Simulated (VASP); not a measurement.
These are PBE GGA with D3 dispersion (Becke-Johnson damping), VASP's PBE PAW potentials (set 64) (plane waves; VASP) values and carry that method's errors.

Input for VASP

### KPOINTS
```
Regular mesh
0
G
13 13 10
```

POSCAR:
```
FePt
1.0
  2.7531860657   0.0000000000   0.0000000000
  0.0000000000   2.7531860657   0.0000000000
  0.0000000000   0.0000000000   3.7965110646
Fe Pt
1 1
Cartesian
  0.0000000000   0.0000000000   0.0000000000
  1.3765930329   1.3765930329   1.8982555323
```

**INCAR**
```
SYSTEM = FePt
PREC = Accurate; ENCUT = 520; LREAL = F
LASPH = T
EDIFF = 1E-7; NELM = 100; ALGO = Normal
LMAXMIX = 6
ISMEAR = 1; SIGMA = 0.1
GGA = PE; IVDW = 12
MAGMOM = 2.9 0.3
ISPIN = 2
IBRION = 2; NSW = 30; ISIF = 4
EDIFFG = -0.01
LWAVE = F; LCHARG = F; LORBIT = 10
```

POTCAR, in this order: Fe Pt (PBE.64 set). Program: vasp_std.

Q: What will the output report for the number of irreducible k-points (NKPTS), largest plane-wave count, number of space-group operations, FFT grid (NGX, NGY, NGZ)?

A: 
| Property | Result |
|---|---|
| number of irreducible k-points (NKPTS) | 168 |
| largest plane-wave count | 788 |
| number of space-group operations | 16 |
| FFT grid (NGX, NGY, NGZ) | 20 × 20 × 28 |

The compound is FePt in the L1_0 structure. This cell is one point of a volume scan, at 1.06 of the reference volume. Symmetry was kept, so distortions that lower it aren't found.
